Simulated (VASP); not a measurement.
# NaI: what each functional gives for the gap, part 3 of 3

Aim: the gap of NaI on one structure at many levels of theory. The starting structure is a measured crystal structure from the Crystallography Open Database. Cell and atoms stay as given. Meshes and data sets differ where the inputs say so.

VASP 6.6.1.

Results so far: LDA 3.345 eV; PBE 3.639 eV; r2SCAN 4.437 eV; TB-mBJ 5.567 eV; LDA + spin-orbit coupling 3.002 eV; r2SCAN + spin-orbit coupling 4.106 eV; TB-mBJ + spin-orbit coupling 5.205 eV.

### 9. Bands with HSE06 (continued)

Level of this step: HSE06; plane waves and PAW (I, Na_pv) (VASP).

Numbers of over 12 decimals in the logs are rounded to 6 here.

Parts of OUTCAR (step 9):

```text
 POSITION                                       TOTAL-FORCE (eV/Angst)
 -----------------------------------------------------------------------------------
      3.23640      3.23640      3.23640        -0.000000      0.000000     -0.000000
      0.00000      0.00000      0.00000         0.000000     -0.000000      0.000000
 -----------------------------------------------------------------------------------
    total drift:                               -0.000002     -0.000002     -0.000002

  FREE ENERGIE OF THE ION-ELECTRON SYSTEM (eV)
  ---------------------------------------------------
  free  energy   TOTEN  =        -6.2693151728 eV

  energy  without entropy=       -6.2693151728  energy(sigma->0) =       -6.26931517

[... 1 part as in an earlier step ...]

[... 2 further parts left out ...]
[key lines of the parts left out:]
E-fermi :   0.3286
```

HSE06 gives a direct gap of 4.671 eV. The least gap is +1.326 eV from that of LDA, on another mesh, which alone can move a gap by some hundredths of an eV.

### 10. Bands with PBE0

PBE0 keeps a quarter of exact exchange at all ranges; it tends to overshoot small gaps. This run uses a 4×4×4 mesh. It starts from the orbitals of an earlier run, not shown.

INCAR reads:

```
SYSTEM = NaI
PREC = Accurate
ENCUT = 350
EDIFF = 1E-06
NELM = 100
ISMEAR = 0
SIGMA = 0.03
LREAL = .FALSE.
ALGO = Normal
LHFCALC = .TRUE.
AEXX = 0.25
GGA = PE
LASPH = .TRUE.
NBANDS = 13
PRECFOCK = Fast
HFRCUT = -1
LORBIT = 11
LWAVE = .FALSE.
LCHARG = .FALSE.
KPAR = 4
```

POSCAR reads:

```
NaI
1.0
    0.0000000000      3.2364000000      3.2364000000
    3.2364000000      0.0000000000      3.2364000000
    3.2364000000      3.2364000000      0.0000000000
I Na
1 1
Direct
    0.5000000000      0.5000000000      0.5000000000
    0.0000000000      0.0000000000      0.0000000000
```

KPOINTS reads:

```
Automatic mesh
0
Gamma
4 4 4
0 0 0
```

KPOINTS_OPT reads:

```
Line mode
10
Line-mode
Reciprocal
  0.00000000   0.00000000   0.00000000 GAMMA
  0.50000000   0.00000000   0.50000000 X

  0.50000000   0.00000000   0.50000000 X
  0.50000000   0.25000000   0.75000000 W

  0.50000000   0.25000000   0.75000000 W
  0.37500000   0.37500000   0.75000000 K

  0.37500000   0.37500000   0.75000000 K
  0.00000000   0.00000000   0.00000000 GAMMA

  0.00000000   0.00000000   0.00000000 GAMMA
  0.50000000   0.50000000   0.50000000 L

  0.50000000   0.50000000   0.50000000 L
  0.62500000   0.25000000   0.62500000 U

  0.62500000   0.25000000   0.62500000 U
  0.50000000   0.25000000   0.75000000 W

  0.50000000   0.25000000   0.75000000 W
  0.50000000   0.50000000   0.50000000 L

  0.50000000   0.50000000   0.50000000 L
  0.37500000   0.37500000   0.75000000 K

  0.62500000   0.25000000   0.62500000 U
  0.50000000   0.00000000   0.50000000 X
```

PAW data sets: I and Na_pv (PBE family, release 64).

On the command line:

```console
$ mpirun -np 4 vasp_std
```

Output:

```text
[banner, memory and clock lines left out]
running    4 mpi-ranks, on    1 nodes
[...]
LDA part: xc-table for (Slater+PW92), standard interpolation
 found WAVECAR, reading the header
 POSCAR, INCAR and KPOINTS ok, starting setup
[...]
HFRCUT set to (new)   10.118186
 reading WAVECAR
 the WAVECAR file was read successfully
 initial charge from wavefunction
 entering main loop
       N       E                     dE             d eps       ncg     rms          rms(c)
DAV:   1    -0.675818456794E+01   -0.67582E+01   -0.73721E-01   208   0.844E+00    0.419E+00
DAV:   2    -0.676258604041E+01   -0.44015E-02   -0.28795E-02   208   0.232E+00    0.294E+00
DAV:   3    -0.676060878926E+01    0.19773E-02   -0.31296E-03   258   0.874E-01    0.176E+00
DAV:   4    -0.676012137594E+01    0.48741E-03   -0.54145E-04   253   0.318E-01    0.104E+00
DAV:   5    -0.675999998759E+01    0.12139E-03   -0.12412E-04   233   0.125E-01    0.619E-01
DAV:   6    -0.675997008047E+01    0.29907E-04   -0.31814E-05   238   0.518E-02    0.368E-01
DAV:   7    -0.675996365381E+01    0.64267E-05   -0.97464E-06   248   0.253E-02    0.217E-01
DAV:   8    -0.675996322922E+01    0.42459E-06   -0.36550E-06   243   0.146E-02
   1 F= -.67599632E+01 E0= -.67599632E+01  d E =-.255953E-14
 Start KPOINTS_OPT (optional k-point list driver)
k-point batch [1-8\100]
       N       E                     dE             ncg
DAV:   1    -0.647662192078E+03   -0.20619E+04      216
DAV:   2    -0.138724253919E+04   -0.73958E+03      218
DAV:   3    -0.143643773531E+04   -0.49195E+02      268
DAV:   4    -0.143782742482E+04   -0.13897E+01      289
DAV:   5    -0.143784467607E+04   -0.17251E-01      253
DAV:   6    -0.143784519344E+04   -0.51737E-03      322
DAV:   7    -0.143784519811E+04   -0.46708E-05      213
DAV:   8    -0.143784519819E+04   -0.78105E-07      164
[...]
k-point batch [97-100\100]
       N       E                     dE             ncg
DAV:   1     0.101971276627E+04   -0.18238E+04      104
DAV:   2     0.684795974509E+03   -0.33492E+03      114
DAV:   3     0.660973178470E+03   -0.23823E+02      129
DAV:   4     0.660202141984E+03   -0.77104E+00      153
DAV:   5     0.660189815824E+03   -0.12326E-01      134
DAV:   6     0.660189358431E+03   -0.45739E-03      156
DAV:   7     0.660189354237E+03   -0.41933E-05      100
DAV:   8     0.660189354193E+03   -0.44206E-07       92
```

Wall time 3.8 min (4 MPI ranks of Intel Xeon Platinum 8259CL at 2.50GHz (Skylake/Cascade Lake), shared host); peak memory 0.69 GiB.

From OUTCAR (step 10):

```text
  FREE ENERGIE OF THE ION-ELECTRON SYSTEM (eV)
  ---------------------------------------------------
  free  energy   TOTEN  =        -6.7599632292 eV

  energy  without entropy=       -6.7599632292  energy(sigma->0) =       -6.75996323

[... 3 parts as in an earlier step ...]

[... 1 further part left out ...]
[key lines of the parts left out:]
E-fermi :  -0.1253
```

PBE0 gives a direct gap of 5.336 eV. The least gap is +1.991 eV from that of LDA, on another mesh, which alone can move a gap by some hundredths of an eV.

### 11. Comparison

| level | gap (eV) | least direct gap (eV) | mesh | core minutes |
| --- | --- | --- | --- | --- |
| LDA | 3.345 | 3.345 | 6×6×6 | 1.24 |
| PBE | 3.639 | 3.639 | 6×6×6 | 1.27 |
| r2SCAN | 4.437 | 4.437 | 6×6×6 | 4.33 |
| TB-mBJ | 5.567 | 5.567 | 6×6×6 | 5.4 |
| LDA + spin-orbit coupling | 3.002 | 3.003 | 6×6×6 | 3.53 |
| r2SCAN + spin-orbit coupling | 4.106 | 4.106 | 6×6×6 | 19.6 |
| TB-mBJ + spin-orbit coupling | 5.205 | 5.205 | 6×6×6 | 8.87 |
| HSE06 | 4.671 | 4.672 | 4×4×4 | 17.3 |
| PBE0 | 5.336 | 5.337 | 4×4×4 | 15.3 |

Core minutes are wall time times ranks of the run shown, on a shared host.

### 12. Results

| Property | Result |
| --- | --- |
| gap, LDA | 3.345 eV |
| gap, PBE | 3.639 eV |
| gap, r2SCAN | 4.437 eV |
| gap, TB-mBJ | 5.567 eV |
| gap, LDA + spin-orbit coupling | 3.002 eV |
| gap, r2SCAN + spin-orbit coupling | 4.106 eV |
| gap, TB-mBJ + spin-orbit coupling | 5.205 eV |
| gap, HSE06 | 4.671 eV |
| gap, PBE0 | 5.336 eV |

**Reading.** Without spin-orbit coupling the gap of NaI runs from 3.345 eV (LDA) to 5.567 eV (TB-mBJ). HSE06 gives +1.03 eV from PBE, on another mesh, which alone can move a gap by some hundredths of an eV. TB-mBJ lies +0.90 eV from HSE06, on another mesh, which alone can move a gap by some hundredths of an eV. Spin-orbit coupling changes the LDA gap by -0.342 eV. Spin-orbit coupling changes the r2SCAN gap by -0.331 eV. Spin-orbit coupling changes the TB-mBJ gap by -0.362 eV. These are gaps between Kohn-Sham or generalised Kohn-Sham levels of a static lattice, without excitons or temperature. Further runs on this material are not shown.

[Lines on the potential files, build, host, timing and source positions are cut from VASP's logs without a mark.]

[Logs are printed without paths, hosts, clocks, repeated set-up lines and the standing remarks that a program may print on its own settings, such as how far it seeks lower states.]

[Hosts, paths, dates, database ids (printed as entryN), source tags and the programs' standing remarks are cut or masked in the printed files.]
